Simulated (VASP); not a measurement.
# RPA total energies of MgS (Niningerite), part 3 of 6

Aim: total energies of MgS (Niningerite) from exact exchange and RPA correlation, beside cheaper functionals. The scan starts from a database cell scaled to its smallest volume. The cell is of the rock-salt type. The start is a cell from a database of measured crystal structures.

VASP 6.6.1, plane waves and PAW; the level of theory is named at each step.

So far. Step 8 (Comparison: HSE06, volume ratio 0.94): Its energy is -4.9195 eV an atom, on a zero of its own. Step 9 (Orbitals, volume ratio 0.97): The run ends at a pressure of 3.81 GPa.

### 10. Exact exchange, volume ratio 0.97

This step: Hartree-Fock energy on PBE orbitals; plane waves and PAW (S_GW, Mg_GW) (VASP 6.6.1).

Exact exchange at this point.

The input, INCAR:

```
SYSTEM = MgS
PREC = Accurate
ENCUT = 350
ISMEAR = 0
SIGMA = 0.05
LREAL = .FALSE.
GGA = PE
NBANDS = 10
ALGO = Eigenval
NELM = 1
LHFCALC = .TRUE.
AEXX = 1
ALDAC = 0
AGGAC = 0
PRECFOCK = Normal
LWAVE = .FALSE.
LCHARG = .FALSE.
```

The input, POSCAR:

```
MgS
1.0
    0.0000000000      2.5753689102      2.5753689102
    2.5753689102      0.0000000000      2.5753689102
    2.5753689102      2.5753689102      0.0000000000
S Mg
1 1
Direct
    0.5000000000      0.5000000000      0.5000000000
    0.0000000000      0.0000000000      0.0000000000
```

The input, KPOINTS:

```
Automatic mesh
0
Gamma
4 4 4
0 0 0
```

PAW data sets: S_GW and Mg_GW (PBE family, release 64).

The run starts from files that an earlier step left in the folder.

Run with:

```sh
$ mpirun -np 8 vasp_std
```

Log:

```text
[banner, memory and clock lines left out]
running    8 mpi-ranks, on    1 nodes
[...]
[... a notice as in an earlier step ...]

 LDA part: xc-table for (Slater+PW92), standard interpolation
 [... a notice as in an earlier step ...]

 found WAVECAR, reading the header
  number of bands has changed, file:    10 present:    16
  trying to continue reading WAVECAR, but it might fail
 POSCAR, INCAR and KPOINTS ok, starting setup
[...]
reading WAVECAR
 random initialization beyond band           10
 the WAVECAR file was read successfully
 initial charge from wavefunction
 entering main loop
       N       E                     dE             d eps       ncg     rms          rms(c)
EIG:   1    -0.139673E+02   -0.13967E+02    0.00000E+00     0   0.000E+00
   1 F= -.13967323E+02 E0= -.13967323E+02  d E =-.188732E-11
```

It took 4.6 s on 8 MPI ranks of Intel Xeon Platinum 8259CL at 2.50GHz (Skylake/Cascade Lake), shared host; peak memory 0.85 GiB.

From OUTCAR (step 10):

```text
 POSITION                                       TOTAL-FORCE (eV/Angst)
 -----------------------------------------------------------------------------------
      2.57537      2.57537      2.57537         0.000000     -0.000000      0.000000
      0.00000      0.00000      0.00000        -0.000000      0.000000     -0.000000
 -----------------------------------------------------------------------------------
    total drift:                               -0.000000     -0.000000     -0.000000

  FREE ENERGIE OF THE ION-ELECTRON SYSTEM (eV)
  ---------------------------------------------------
  free  energy   TOTEN  =       -13.9673233420 eV

  energy  without entropy=      -13.9673233420  energy(sigma->0) =      -13.96732334

[... 2 parts as in an earlier step ...]

[... 1 further part left out ...]
[key lines of the parts left out:]
E-fermi :   4.2715
```

The Hartree-Fock energy on these orbitals is -6.9837 eV an atom.

### 11. Empty bands, volume ratio 0.97

This step: PBE; plane waves and PAW (S_GW, Mg_GW) (VASP 6.6.1).

The empty bands are made again, for the run that follows.

The input, INCAR:

```
SYSTEM = MgS
PREC = Accurate
ENCUT = 350
ISMEAR = 0
SIGMA = 0.05
LREAL = .FALSE.
GGA = PE
NBANDS = 528
ALGO = Exact
NELM = 1
LWAVE = .TRUE.
LCHARG = .FALSE.
LOPTICS = .TRUE.
NEDOS = 1000
CSHIFT = 0.1
```

POSCAR is that of step 10.

KPOINTS is that of step 10.

Run with:

```sh
$ mpirun -np 8 vasp_std
```

Log:

```text
[... set-up lines as in an earlier step ...]
 entering main loop
       N       E                     dE             d eps       ncg     rms          rms(c)
DIA:   1    -0.844097E+01   -0.84410E+01    0.00000E+00     0   0.000E+00
   1 F= -.84409708E+01 E0= -.84409708E+01  d E =-.156701E-19
 writing wavefunctions
 optical routines
 imaginary and real dielectric function
 recalculating local potential from charge density
 direction            1
 direction            2
 direction            3
```

Elapsed: 3.2 s, on 8 MPI ranks; peak memory 0.94 GiB.

OUTCAR, selected parts (step 11):

```text
  Total        0.8115511      0.8115511      0.8115511      0.0000000      0.0000000      0.0000000
  in kB       38.0608182     38.0608182     38.0608182      0.0000000      0.0000000      0.0000000
  external PRESSURE =      38.0608182 kB  Pullay stress =       0.0000000 kB

 POSITION                                       TOTAL-FORCE (eV/Angst)
 -----------------------------------------------------------------------------------
      2.57537      2.57537      2.57537         0.000000     -0.000000     -0.000000
      0.00000      0.00000      0.00000        -0.000000      0.000000      0.000000
 -----------------------------------------------------------------------------------
    total drift:                               -0.000000     -0.000000      0.000000

  FREE ENERGIE OF THE ION-ELECTRON SYSTEM (eV)
  ---------------------------------------------------
  free  energy   TOTEN  =        -8.4409708187 eV

  energy  without entropy=       -8.4409708187  energy(sigma->0) =       -8.44097082

[... 2 parts as in an earlier step ...]

[... 1 further part left out ...]
[key lines of the parts left out:]
E-fermi :   4.3580
```

### 12. RPA correlation, volume ratio 0.97

This step: RPA correlation on PBE orbitals; plane waves and PAW (S_GW, Mg_GW) (VASP 6.6.1).

RPA correlation at this point.

The input, INCAR:

```
SYSTEM = MgS
PREC = Accurate
ENCUT = 350
ISMEAR = 0
SIGMA = 0.05
LREAL = .FALSE.
GGA = PE
NBANDS = 528
ALGO = ACFDT
ENCUTGW = 200
NOMEGA = 12
PRECFOCK = Fast
LWAVE = .FALSE.
LCHARG = .FALSE.
```

POSCAR is that of step 11.

KPOINTS is that of step 11.

Run with:

```sh
$ mpirun -np 8 vasp_std
```

Log:

```text
[banner, memory and clock lines left out]
running    8 mpi-ranks, on    1 nodes
[...]
[... a notice as in an earlier step ...]

 LDA part: xc-table for (Slater+PW92), standard interpolation
 found WAVECAR, reading the header
 POSCAR, INCAR and KPOINTS ok, starting setup
[...]
reading WAVECAR
 the WAVECAR file was read successfully
 initial charge from wavefunction
 available memory per node:     70.14 GB, setting MAXMEM to     71824

 The Fermi energy was updated, please check that it is located mid-gap
 values below the HOMO (VB) or above the LUMO (CB) will cause erroneous energies
 E-fermi :   5.4520

 the WAVEDER file was read successfully
 set NWRITE>2 for more details about minimax calculation
 number of imaginary grid points requested:      12
 number of distinct grids requested:  1
 quadrature errors minimized for energies in [ 0.281E+01, 0.353E+03 ]
 bosonic grid (T=0, re) determined with error: 0.5755E-08
 bosonic grid (re): 0.5755E-08
[...]
NQ=   2    0.2500    0.0000    0.0000,
|.........|.........|.........|.........
 performed       3146000 updates of chi_q(r,r)
 total number of BLAS operations       1252.84 Gflops
NQ=   3    0.5000    0.0000    0.0000,
|.........|.........|.........|.........
 performed       4719000 updates of chi_q(r,r)
 total number of BLAS operations       1907.19 Gflops
NQ=   4    0.2500    0.2500    0.0000,
|.........|.........|.........|.........
 performed       6292000 updates of chi_q(r,r)
 total number of BLAS operations       2505.39 Gflops
NQ=   5    0.5000    0.2500    0.0000,
|.........|.........|.........|.........
 performed       7865000 updates of chi_q(r,r)
 total number of BLAS operations       3131.36 Gflops
NQ=   6   -0.2500    0.2500    0.0000,
|.........|.........|.........|.........
 performed       9438000 updates of chi_q(r,r)
 total number of BLAS operations       3729.57 Gflops
NQ=   7    0.5000    0.5000    0.0000,
|.........|.........|.........|.........
 performed      11011000 updates of chi_q(r,r)
 total number of BLAS operations       4349.93 Gflops
NQ=   8   -0.2500    0.5000    0.2500,
|.........|.........|.........|.........
 performed      12584000 updates of chi_q(r,r)
 total number of BLAS operations       4981.52 Gflops
 entering main loop
```

The job ended after 32 s (8 MPI ranks; peak memory 1.4 GiB; 4.2 min of CPU time).

Parts of OUTCAR (step 12):

```text
      cutoff energy     smooth cutoff   RPA   correlation   Hartree contr. to MP2
---------------------------------------------------------------------------------
            200.000           160.000      -11.3628199186      -17.4534530967
            190.476           152.381      -11.3054056304      -17.3905944116
            181.406           145.125      -11.2447463630      -17.3239583226
            172.768           138.214      -11.1798792831      -17.2524133566
            164.541           131.632      -11.1094308779      -17.1744286054
            156.705           125.364      -11.0356483516      -17.0924143789
            149.243           119.394      -10.9565979805      -17.0040873637
            142.136           113.709      -10.8716482468      -16.9087704397
  linear regression

[... 3 parts as in an earlier step ...]

[... 1 further part left out ...]
[key lines of the parts left out:]
E-fermi :   5.4520
```

The correlation energy is -6.0474 eV an atom, +10 meV against the point before. With exact exchange the total is -13.0310 eV an atom.

### 13. Comparison: r2SCAN, volume ratio 0.97

This step: r2SCAN; plane waves and PAW (S_GW, Mg_GW) (VASP 6.6.1).

The comparison at this point.

The input, INCAR:

```
SYSTEM = MgS
PREC = Accurate
ENCUT = 350
EDIFF = 1E-06
NELM = 100
ISMEAR = 0
SIGMA = 0.05
LREAL = .FALSE.
ALGO = Normal
METAGGA = R2SCAN
LASPH = .TRUE.
NBANDS = 10
LWAVE = .FALSE.
LCHARG = .FALSE.
KPAR = 8
```

POSCAR is that of step 12.

KPOINTS is that of step 12.

Run with:

```sh
$ mpirun -np 8 vasp_std
```

Log:

```text
[banner, memory and clock lines left out]
running    8 mpi-ranks, on    1 nodes
[...]
[... a notice as in an earlier step ...]

 [... a notice as in an earlier step ...]

 LDA part: xc-table for (None), standard interpolation
 POSCAR, INCAR and KPOINTS ok, starting setup
[...]
entering main loop
       N       E                     dE             d eps       ncg     rms          rms(c)
DAV:   1     0.822114E+01    0.82211E+01   -0.38398E+03   160   0.583E+02
DAV:   2    -0.159313E+02   -0.24152E+02   -0.23258E+02   224   0.967E+01
DAV:   3    -0.170263E+02   -0.10950E+01   -0.10933E+01   214   0.222E+01
DAV:   4    -0.170650E+02   -0.38762E-01   -0.38749E-01   234   0.349E+00
[...]
DAV:  11    -0.154717E+02   -0.77479E-05   -0.34959E-06   198   0.123E-02    0.162E-03
DAV:  12    -0.154717E+02    0.17847E-05   -0.29206E-07   102   0.331E-03    0.385E-04
DAV:  13    -0.154717E+02    0.49150E-06   -0.25439E-08    94   0.127E-03
   1 F= -.15471718E+02 E0= -.15471718E+02  d E =-.357659E-14
```

Elapsed: 7 s, on 8 MPI ranks; peak memory 1 GiB; 51 s of CPU time.

Parts of OUTCAR (step 13):

```text
  Total        0.5058191      0.5058191      0.5058191     -0.0000000     -0.0000000      0.0000000
  in kB       23.7223372     23.7223372     23.7223372     -0.0000000     -0.0000000      0.0000000
  external PRESSURE =      23.7223372 kB  Pullay stress =       0.0000000 kB

 POSITION                                       TOTAL-FORCE (eV/Angst)
 -----------------------------------------------------------------------------------
      2.57537      2.57537      2.57537        -0.000000     -0.000000      0.000000
      0.00000      0.00000      0.00000         0.000000      0.000000     -0.000000
 -----------------------------------------------------------------------------------
    total drift:                               -0.000000     -0.000000      0.000000

  FREE ENERGIE OF THE ION-ELECTRON SYSTEM (eV)
  ---------------------------------------------------
  free  energy   TOTEN  =       -15.4717184580 eV

  energy  without entropy=      -15.4717184580  energy(sigma->0) =      -15.47171846

[... 2 parts as in an earlier step ...]

[... 1 further part left out ...]
[key lines of the parts left out:]
E-fermi :   4.0610
```

Its energy is -7.7359 eV an atom, on a zero of its own.

### 14. Orbitals for comparison: HSE06, volume ratio 0.97

This step: PBE; plane waves and PAW (S_GW, Mg_GW) (VASP 6.6.1).

Starting orbitals, as before.

The input, INCAR:

```
SYSTEM = MgS
PREC = Accurate
ENCUT = 350
EDIFF = 1E-05
NELM = 100
ISMEAR = 0
SIGMA = 0.05
LREAL = .FALSE.
ALGO = Normal
GGA = PE
NBANDS = 10
LORBIT = 11
LWAVE = .TRUE.
LCHARG = .FALSE.
KPAR = 8
```

POSCAR is that of step 13.

KPOINTS is that of step 13.

Run with:

```sh
$ mpirun -np 8 vasp_std
```

Log:

```text
[... set-up lines as in an earlier step ...]
 entering main loop
       N       E                     dE             d eps       ncg     rms          rms(c)
[... 10 cycles as in an earlier step ...]
DAV:  11    -0.844097E+01    0.28203E-05   -0.68252E-06   102   0.139E-02
   1 F= -.84409715E+01 E0= -.84409715E+01  d E =-.203805E-15
 writing wavefunctions
```

Elapsed: 1.8 s, on 8 MPI ranks; peak memory 1 GiB.

OUTCAR, selected parts (step 14):

```text
  Total        0.8090223      0.8090223      0.8090223      0.0000000      0.0000000      0.0000000
  in kB       37.9422179     37.9422179     37.9422179      0.0000000      0.0000000      0.0000000
  external PRESSURE =      37.9422179 kB  Pullay stress =       0.0000000 kB

 POSITION                                       TOTAL-FORCE (eV/Angst)
 -----------------------------------------------------------------------------------
      2.57537      2.57537      2.57537        -0.000000      0.000000     -0.000000
      0.00000      0.00000      0.00000         0.000000     -0.000000      0.000000
 -----------------------------------------------------------------------------------
    total drift:                               -0.000000     -0.000000      0.000000

  FREE ENERGIE OF THE ION-ELECTRON SYSTEM (eV)
  ---------------------------------------------------
  free  energy   TOTEN  =        -8.4409714598 eV

  energy  without entropy=       -8.4409714598  energy(sigma->0) =       -8.44097146

[... 2 parts as in an earlier step ...]

[... 1 further part left out ...]
[key lines of the parts left out:]
E-fermi :   4.3176
```

The run ends at a pressure of 3.79 GPa.

### 15. Comparison: HSE06, volume ratio 0.97

This step: HSE06; plane waves and PAW (S_GW, Mg_GW) (VASP 6.6.1).

The comparison at this point.

The input, INCAR:

```
SYSTEM = MgS
PREC = Accurate
ENCUT = 350
EDIFF = 1E-06
NELM = 100
ISMEAR = 0
SIGMA = 0.05
LREAL = .FALSE.
ALGO = Normal
LHFCALC = .TRUE.
AEXX = 0.25
GGA = PE
HFSCREEN = 0.2
LASPH = .TRUE.
NBANDS = 10
PRECFOCK = Fast
LWAVE = .FALSE.
LCHARG = .FALSE.
KPAR = 8
```

POSCAR is that of step 14.

KPOINTS is that of step 14.

The run starts from files that an earlier step left in the folder.

Run with:

```sh
$ mpirun -np 8 vasp_std
```

Log:

```text
[... set-up lines as in an earlier step ...]
 entering main loop
       N       E                     dE             d eps       ncg     rms          rms(c)
DAV:   1    -0.986185E+01   -0.98618E+01   -0.18751E-01   174   0.278E+00    0.160E-01
DAV:   2    -0.986301E+01   -0.11613E-02   -0.38190E-03   184   0.405E-01    0.119E-01
DAV:   3    -0.986278E+01    0.22702E-03   -0.24950E-04   218   0.110E-01    0.751E-02
DAV:   4    -0.986268E+01    0.99861E-04   -0.31988E-05   240   0.417E-02    0.458E-02
DAV:   5    -0.986264E+01    0.37299E-04   -0.11163E-05   238   0.233E-02    0.272E-02
DAV:   6    -0.986263E+01    0.13967E-04   -0.43568E-06   236   0.144E-02    0.161E-02
DAV:   7    -0.986263E+01    0.52742E-05   -0.15974E-06   174   0.879E-03    0.956E-03
DAV:   8    -0.986262E+01    0.20123E-05   -0.54255E-07    90   0.541E-03    0.573E-03
DAV:   9    -0.986262E+01    0.78560E-06   -0.36523E-07    80   0.466E-03
   1 F= -.98626223E+01 E0= -.98626223E+01  d E =-.235060E-14
```

The job ended after 11 s (8 MPI ranks; peak memory 1.7 GiB).

Parts of OUTCAR (step 15):

```text
 POSITION                                       TOTAL-FORCE (eV/Angst)
 -----------------------------------------------------------------------------------
      2.57537      2.57537      2.57537         0.000000      0.000000      0.000000
      0.00000      0.00000      0.00000         0.000000      0.000000      0.000000
 -----------------------------------------------------------------------------------
    total drift:                               -0.000356     -0.000615     -0.000586

  FREE ENERGIE OF THE ION-ELECTRON SYSTEM (eV)
  ---------------------------------------------------
  free  energy   TOTEN  =        -9.8626222676 eV

  energy  without entropy=       -9.8626222676  energy(sigma->0) =       -9.86262227

[... 2 parts as in an earlier step ...]

[... 1 further part left out ...]
[key lines of the parts left out:]
E-fermi :   3.6134
```

Its energy is -4.9313 eV an atom, on a zero of its own.

### 16. Orbitals, volume ratio 1

This step: PBE; plane waves and PAW (S_GW, Mg_GW) (VASP 6.6.1).

The same chain follows at a volume ratio of 1.

The input, INCAR:

```
SYSTEM = MgS
PREC = Accurate
ENCUT = 350
EDIFF = 1E-08
NELM = 100
ISMEAR = 0
SIGMA = 0.05
LREAL = .FALSE.
ALGO = Normal
GGA = PE
NBANDS = 10
LORBIT = 11
LWAVE = .TRUE.
LCHARG = .FALSE.
KPAR = 8
```

The input, POSCAR:

```
MgS
1.0
    0.0000000000      2.6016500000      2.6016500000
    2.6016500000      0.0000000000      2.6016500000
    2.6016500000      2.6016500000      0.0000000000
S Mg
1 1
Direct
    0.5000000000      0.5000000000      0.5000000000
    0.0000000000      0.0000000000      0.0000000000
```

KPOINTS is that of step 15.

Run with:

```sh
$ mpirun -np 8 vasp_std
```

Log:

```text
[... set-up lines as in an earlier step ...]
 entering main loop
       N       E                     dE             d eps       ncg     rms          rms(c)
DAV:   1     0.182618E+02    0.18262E+02   -0.36925E+03   168   0.585E+02
DAV:   2    -0.786018E+01   -0.26122E+02   -0.25286E+02   254   0.972E+01
DAV:   3    -0.886092E+01   -0.10007E+01   -0.99772E+00   210   0.208E+01
DAV:   4    -0.888327E+01   -0.22354E-01   -0.22347E-01   240   0.320E+00
[...]
DAV:  13    -0.845751E+01    0.36957E-07   -0.12535E-08   190   0.620E-04    0.527E-05
DAV:  14    -0.845751E+01   -0.14367E-07   -0.48560E-10    98   0.156E-04    0.221E-05
DAV:  15    -0.845751E+01   -0.17226E-08   -0.10554E-10   102   0.701E-05
   1 F= -.84575061E+01 E0= -.84575061E+01  d E =-.696401E-15
 writing wavefunctions
```

Elapsed: 2 s, on 8 MPI ranks; peak memory 0.99 GiB.

From OUTCAR (step 16):

```text
  Total        0.2696806      0.2696806      0.2696806      0.0000000      0.0000000     -0.0000000
  in kB       12.2682798     12.2682798     12.2682798      0.0000000      0.0000000     -0.0000000
  external PRESSURE =      12.2682798 kB  Pullay stress =       0.0000000 kB

 POSITION                                       TOTAL-FORCE (eV/Angst)
 -----------------------------------------------------------------------------------
      2.60165      2.60165      2.60165        -0.000000      0.000000      0.000000
      0.00000      0.00000      0.00000         0.000000     -0.000000      0.000000
 -----------------------------------------------------------------------------------
    total drift:                               -0.000000     -0.000000      0.000000

  FREE ENERGIE OF THE ION-ELECTRON SYSTEM (eV)
  ---------------------------------------------------
  free  energy   TOTEN  =        -8.4575060537 eV

  energy  without entropy=       -8.4575060537  energy(sigma->0) =       -8.45750605

[... 1 part as in an earlier step ...]

[... 2 further parts left out ...]
[key lines of the parts left out:]
E-fermi :   4.0343
```

The run ends at a pressure of 1.23 GPa.

### 17. Exact exchange, volume ratio 1

This step: Hartree-Fock energy on PBE orbitals; plane waves and PAW (S_GW, Mg_GW) (VASP 6.6.1).

Exact exchange at this point.

The input, INCAR:

```
SYSTEM = MgS
PREC = Accurate
ENCUT = 350
ISMEAR = 0
SIGMA = 0.05
LREAL = .FALSE.
GGA = PE
NBANDS = 10
ALGO = Eigenval
NELM = 1
LHFCALC = .TRUE.
AEXX = 1
ALDAC = 0
AGGAC = 0
PRECFOCK = Normal
LWAVE = .FALSE.
LCHARG = .FALSE.
```

POSCAR is that of step 16.

KPOINTS is that of step 16.

The run starts from files that an earlier step left in the folder.

Run with:

```sh
$ mpirun -np 8 vasp_std
```

Log:

```text
[... set-up lines as in an earlier step ...]
 entering main loop
       N       E                     dE             d eps       ncg     rms          rms(c)
EIG:   1    -0.139965E+02   -0.13996E+02    0.00000E+00     0   0.000E+00
   1 F= -.13996477E+02 E0= -.13996477E+02  d E =-.460027E-14
```

It took 4 s on 8 MPI ranks; peak memory 0.83 GiB.

From OUTCAR (step 17):

```text
 POSITION                                       TOTAL-FORCE (eV/Angst)
 -----------------------------------------------------------------------------------
      2.60165      2.60165      2.60165         0.000000      0.000000     -0.000000
      0.00000      0.00000      0.00000         0.000000      0.000000      0.000000
 -----------------------------------------------------------------------------------
    total drift:                                0.000000     -0.000000     -0.000000

  FREE ENERGIE OF THE ION-ELECTRON SYSTEM (eV)
  ---------------------------------------------------
  free  energy   TOTEN  =       -13.9964768216 eV

  energy  without entropy=      -13.9964768216  energy(sigma->0) =      -13.99647682

[... 2 parts as in an earlier step ...]

[... 1 further part left out ...]
[key lines of the parts left out:]
E-fermi :   4.0252
```

The Hartree-Fock energy on these orbitals is -6.9982 eV an atom.

(Continued in part 4 of 6.)

[Long decimals in the printed logs are rounded to 6 places.]

[Lines on the potential files, build, host, timing and source positions are cut from VASP's logs without a mark.]

[Logs are printed without paths, hosts, clocks, repeated set-up lines and the standing remarks that a program may print on its own settings, such as how far it seeks lower states.]

[Hosts, paths, dates, database ids (printed as entryN), source tags and the programs' standing remarks are cut or masked in the printed files.]

[Measured values are set beside computed ones only where the two were judged alike; some that the calculation misses by far are left out.]

[Pressures printed for these runs are not shown converged in the cutoff: they can be off by several GPa and have the wrong sign.]
